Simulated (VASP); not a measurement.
Input for VASP

**KPOINTS**
```
Automatic mesh
0
Gamma
7 7 7
0 0 0
```

INCAR:
```
! general
SYSTEM = CaS
PREC   = Accurate
ENCUT  = 520
LREAL  = F
LASPH  = T

! electronic loop
EDIFF  = 1E-6
NELM   = 100
ALGO   = Normal

! smearing
ISMEAR = 0
SIGMA  = 0.05

! functional
GGA    = PE
IVDW   = 12

! ions
IBRION = 2
NSW    = 60
ISIF   = 3
EDIFFG = -0.01

! output
LWAVE  = F
LCHARG = F
```

File POSCAR:
```
CaS
1
    0.0000000000     2.8197479068     2.8197479068
    2.8197479068     0.0000000000     2.8197479068
    2.8197479068     2.8197479068     0.0000000000
Ca S
1 1
Direct
  0.0000000000   0.0000000000   0.0000000000
  0.5000000000   0.5000000000   0.5000000000
```

POTCAR, in this order: Ca_sv S (PBE.64 set). Program: vasp_std.

Question: Write an equivalent input for Ansatz.

Answer: One equivalent input (not run):
Ansatz 0.2 input:
```yaml
crystal:
  lattice:
    - [0.0000000, 2.8197479, 2.8197479]
    - [2.8197479, 0.0000000, 2.8197479]
    - [2.8197479, 2.8197479, 0.0000000]
  atoms:
    - { symbol: Ca, position: [0.0000000, 0.0000000, 0.0000000] }
    - { symbol: S, position: [0.5000000, 0.5000000, 0.5000000] }
kpoints:
  mp_grid: { grid: [7, 7, 7] }
hamiltonian:
  xc: pbe
  dispersion: d3bj
  pseudopotentials: { kind: paw }
scf:
  occupations: { method: gaussian, width: 0.05 }
  max_iter: 100
relax:
  max_steps: 60
  f_tol: 0.01
  cell: {}
output: { forces: true, stress: true, eigenvalues: true }
```
The two are equivalent in intent, not identical: each code has its own PAW files, so the cut-off isn't converted (ENCUT is set for VASP's; basis.ecutwfc is left out, and Ansatz then takes the one that its files recommend); Ansatz stops its SCF on the density residual and VASP on the energy change (EDIFF).

The compound is CaS in the rock salt structure. It was relaxed first. The start is the result of an earlier pass.
